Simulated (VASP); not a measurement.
Write the native input for VASP 6.6.1 that does the following.

```
Task                   : relaxation of the atoms
Functional             : PBE
Potentials or basis    : VASP PAW PBE potentials, release 64 (Hg, Te)
Cutoff                 : 600 eV
k mesh                 : 10 × 10 × 10
Occupations            : gaussian, width 0.03 eV
Spin                   : no spin polarisation
Further INCAR settings : ALGO = Normal; EDIFF = 1e-07; IBRION = 2; EDIFFG = -0.01; NSW = 40
```

The structure of HgTe (Coloradoite) lies in POSCAR:

```
HgTe                                    
1.0
    0.0000000000      3.2596699664      3.2596699664
    3.2596699664      0.0000000000      3.2596699664
    3.2596699664      3.2596699664     -0.0000000000
  Hg              Te            
     1     1
Direct
     1.0000000000000000    0.0000000000000000    1.0000000000000000
     0.2500000000000000    0.2500000000000000    0.2500000000000000
```

The cell isn't the ideal one: a relaxed cell with its volume scaled by 0.94.

One way to write it, as run:

INCAR

```
SYSTEM = HgTe
ALGO = Normal
EDIFF = 1E-7
EDIFFG = -0.01
ENCUT = 600
GGA = PE
IBRION = 2
ISIF = 2
ISMEAR = 0
LASPH = .True.
LCHARG = .False.
LREAL = .False.
LWAVE = .False.
NELM = 80
NSW = 40
PREC = Accurate
SIGMA = 0.03
```

KPOINTS

```
k-points
0
Gamma
  10 10 10
  0 0 0
```

Potentials or basis: VASP PAW PBE potentials, release 64 (Hg, Te).

Run with:

```sh
$ cat potpaw_PBE.64/Hg/POTCAR potpaw_PBE.64/Te/POTCAR > POTCAR
$ mpirun -np 1 vasp_std > vasp.out
```

It gave:

```
Pressure after relaxing : 2.5 GPa
Band gap on the k mesh  : none (metal or under the smearing width)
```

Caveat: the relaxation stopped at its first step, so nothing moved.

It took 52 s on 1 thread of Intel(R) Xeon(R) Platinum 8259CL CPU @ 2.50GHz (Skylake/Cascade Lake), with other jobs on the host, peak memory 0.26 GiB.
